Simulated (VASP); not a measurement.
# V: structure and properties in VASP, part 2 of 2

What structure does V take at this level, and what are its properties? Left out of this account: 1 further run (phonons: it ended without a result to show). The start is a cell from a database of measured crystal structures.

VASP 6.6.1, plane waves and PAW; the level of theory is named at each step.

Still holding for the runs below: This run allows spin, but its moments start at zero, where symmetry between the spins tends to hold them, although V can carry a moment. Its electron count is odd, so without a moment it is a metal by construction.

So far. Step 7 (Second relaxation): It ends with forces that vanish by symmetry and a pressure of -0.02 GPa. The volume moved by under 0.01 %: the run met its threshold at the first step. Step 8 (Density, ELF and potential (LDA)): In this run the pressure is 0.02 GPa, small enough to go on. The relaxed cell has a = 2.921 Å (conventional setting).

## (9) Bands along the symmetry lines (LDA) (continued)

Both spin channels agree. The electronic bands at the labelled points (eV, zero at the Fermi level; # counts the bands kept):

| point | #1 | #2 | #3 | #4 | #5 | #6 |
| --- | --- | --- | --- | --- | --- | --- |
| Γ | -6.67 | 0.40 | 0.40 | 0.40 | 2.60 | 2.60 |
| 0.53 of the way | -2.66 | -1.05 | 1.06 | 1.06 | 2.33 | 4.27 |
| H | -3.40 | -3.40 | 4.12 | 4.12 | 4.12 | 10.98 |
| 0.53 of the way | -2.52 | -1.54 | 0.55 | 1.65 | 4.37 | 7.50 |
| N | -3.46 | -1.31 | 2.05 | 2.63 | 3.02 | 4.57 |
| 0.53 of the way | -4.65 | -0.43 | -0.01 | 2.01 | 2.22 | 2.71 |
| Γ | -6.67 | 0.40 | 0.40 | 0.40 | 2.60 | 2.60 |
| 0.47 of the way | -3.73 | -0.76 | -0.76 | 2.59 | 2.59 | 3.31 |
| P | -1.18 | -1.18 | -1.18 | 3.09 | 3.09 | 11.30 |
| 0.53 of the way | -1.73 | -1.73 | -0.62 | 3.10 | 3.10 | 10.20 |
| H | -3.40 | -3.40 | 4.12 | 4.12 | 4.12 | 10.98 |
| jump to P | -1.18 | -1.18 | -1.18 | 3.09 | 3.09 | 11.30 |
| 0.53 of the way | -2.53 | -1.44 | 0.39 | 2.82 | 3.05 | 7.01 |
| N | -3.46 | -1.31 | 2.05 | 2.63 | 3.02 | 4.57 |

There is no gap at this level.

Of the bands kept, 2 cross the Fermi level on this path.

## (10) Total and projected DOS (LDA)

Here the states are counted by energy and projected on the atoms. The mesh is finer than in the run before.

INCAR

```
SYSTEM = V
PREC = Accurate
ENCUT = 400
EDIFF = 1E-06
NELM = 100
ISMEAR = -5
SIGMA = 0.2
LREAL = .FALSE.
ALGO = Normal
GGA = CA
NBANDS = 18
ISPIN = 2
MAGMOM = 0
LASPH = .TRUE.
LMAXMIX = 4
LORBIT = 11
LWAVE = .FALSE.
LCHARG = .FALSE.
KPAR = 4
NEDOS = 2001
```

POSCAR

```
V
1.0
   -1.4602553030      1.4602553030      1.4602553030
    1.4602553030     -1.4602553030      1.4602553030
    1.4602553030      1.4602553030     -1.4602553030
V
1
Direct
    0.0000000000      0.0000000000      0.0000000000
```

KPOINTS

```
Automatic mesh
0
Gamma
19 19 19
0 0 0
```

Potentials, in the order of the species: V_sv (LDA family, release 64).

On the command line:

```sh
> mpirun -np 4 vasp_std
```

Wall time 7.8 s (4 MPI ranks of Intel Xeon 6975P-C (Granite Rapids), shared host); peak memory 0.76 GiB; 29 s of CPU time.

With tetrahedra the forces and stress of a metal are not exact derivatives of the energy.

This step gave:

| Quantity | Value |
| --- | --- |
| irreducible k-points | 220 |
| free energy (TOTEN) | -9.949 eV |
| Fermi energy | 10.49 eV |
| pressure | 0.1878 GPa |
| DOS at the Fermi level | 1.746 states/eV/cell |

The density of states has structure finer than the step of the table below, so its rows give means over 1 eV, whole bins alone (the curve runs from -12.0 to 7.90 eV). Peaks (eV: height): total -2.4: 1.69, -1.2: 2.62, -0.1: 2.32, 3.0: 3.92; V d -2.4: 1.01, -1.2: 2.07, -0.1: 1.70, 3.0: 3.74; V p -2.4: 0.112, -1.3: 0.126, -0.1: 0.186; V s -3.3: 0.159, -0.1: 0.0338, 3.2: 0.0248.

States under -12.0 eV and over 7.9 eV are left out; both spin channels agree and are summed. Density of states against energy, zero at the Fermi level; means over each step; values in states/eV/cell:

| energy (eV) | total | V d | V p | V s |
| --- | --- | --- | --- | --- |
| -8 | 0 | 0 | 0 | 0 |
| -7 | 0.00187 | 0 | 1.4e-5 | 0.00100 |
| -6 | 0.0518 | 2.8e-4 | 0.00185 | 0.0265 |
| -5 | 0.107 | 0.00406 | 0.00780 | 0.0487 |
| -4 | 0.212 | 0.0330 | 0.0197 | 0.0758 |
| -3 | 0.997 | 0.531 | 0.0543 | 0.139 |
| -2 | 0.931 | 0.604 | 0.0557 | 0.0517 |
| -1 | 1.72 | 1.33 | 0.0964 | 0.0105 |
| 0 | 1.56 | 1.14 | 0.128 | 0.0203 |
| 1 | 0.523 | 0.390 | 0.0466 | 0.00495 |
| 2 | 1.47 | 1.33 | 0.0241 | 0.00933 |
| 3 | 2.24 | 2.11 | 0.0268 | 0.0157 |
| 4 | 0.877 | 0.784 | 0.0318 | 0.0174 |
| 5 | 0.351 | 0.252 | 0.0426 | 0.0168 |
| 6 | 0.299 | 0.182 | 0.0560 | 0.0162 |
| 7 | 0.255 | 0.135 | 0.0611 | 0.0136 |

The finer mesh and the other smearing move the Fermi level by -0.01 eV from the 13×13×13 run, a small shift, which tests the Fermi level alone. Of the states within 0.3 eV of the Fermi level, the largest shares in the PAW spheres are V d 74 % and V p 8 %. The rest lies in smaller channels or between the spheres.

## (11) Optical spectrum (LDA)

LOPTICS sums transitions from filled to empty bands.

INCAR, as its differences from that of step 10:

```diff
@@ -5,3 +5,3 @@
 NELM = 100
-ISMEAR = -5
+ISMEAR = 1
 SIGMA = 0.2
@@ -10,3 +10,3 @@
 GGA = CA
-NBANDS = 18
+NBANDS = 14
 ISPIN = 2
@@ -19,2 +19,4 @@
 KPAR = 4
-NEDOS = 2001
+LOPTICS = .TRUE.
+NEDOS = 1500
+CSHIFT = 0.1
```

POSCAR is that of step 10.

KPOINTS is that of step 10.

On the command line:

```sh
> mpirun -np 4 vasp_std
```

Elapsed: 3.8 s, on 4 MPI ranks; peak memory 0.75 GiB.

These are independent-particle spectra without excitons or local fields, and fine structure depends on the mesh and on CSHIFT. The intraband (Drude) part is not in this spectrum.

This step gave:

| Quantity | Value |
| --- | --- |
| bands | 14 |
| free energy (TOTEN) | -9.950 eV |
| energy at zero smearing | -9.950 eV |
| Fermi energy | 10.50 eV |
| pressure | 0.01378 GPa |

The imaginary dielectric function, xx has structure finer than the step of the table below, so its rows give means over 1 eV, whole bins alone (the curve runs from 0 to 25.0 eV). Peaks (eV: height): 0.2: 10.8, 2.2: 27.0, 3.6: 32.4.

Imaginary dielectric function, xx against photon energy; means over each step:

photon energy (eV), imaginary dielectric function, xx and a bar:
```
        1        9.5 ############
        2       21.2 ##########################
        3       24.2 ##############################
        4       24.0 ##############################
        5        9.0 ###########
        6        3.9 ####
        7        4.5 #####
        8        2.2 ##
        9        1.3 #
       10        0.7 
       11        0.8 #
       12        1.4 #
       13        1.8 ##
       14        2.0 ##
       15        1.8 ##
       16        1.5 #
       17        1.5 #
       18        1.8 ##
       19        1.0 #
       20        0.7 
       21        0.6 
       22        0.6 
       23        0.6 
       24        0.4
```

Real dielectric function, xx against photon energy:

photon energy (eV), real dielectric function, xx and a bar from the least value:
```
        0       41.0 ##############################
        1       30.7 ########################
        2       24.4 ####################
        3       14.0 ##############
        4       -8.6 #
        5       -9.9 
        6       -4.9 ###
        7       -3.5 ####
        8       -2.9 ####
        9       -1.8 #####
       10       -0.7 #####
       11        0.8 ######
       12        0.1 ######
       13        1.2 #######
       14        0.4 ######
       15       -0.1 ######
       16        0.4 ######
       17        0.2 ######
       18       -0.2 ######
       19       -0.4 ######
       20       -0.1 ######
       21        0.1 ######
       22        0.3 ######
       23        0.3 ######
       24        0.3 ######
```

## (12) Outcome

```
relaxed volume                            : 12.46 Å³/atom
relaxed conventional cell a, b, c         : 2.921, 2.921, 2.921 Å
space group after relaxing, within 0.02 Å : Im-3m (No. 229)
moment of the cell                        : 0 μB
band gap                                  : none, a metal
DOS at the Fermi level                    : 1.75 states/eV/cell
```

**Reading.** With LDA, V relaxes to 12.46 Å³/atom in space group Im-3m (held by the symmetry of the run) and comes out as a metal. Against the listed cell the volume lies -10.3 %. Bands along the symmetry lines (LDA): Of the bands kept, 2 cross the Fermi level on this path. No search among competing phases was made. All values are for a static lattice at zero temperature.

[Lines on the potential files, build, host, timing and source positions are cut from VASP's logs without a mark.]

[Logs are printed without paths, hosts, clocks, repeated set-up lines and the standing remarks that a program may print on its own settings, such as how far it seeks lower states.]

[Hosts, paths, dates, database ids (printed as entryN), source tags and the programs' standing remarks are cut or masked in the printed files.]

[A measured line is paired with the nearest computed mode of its activity, which favours agreement.]
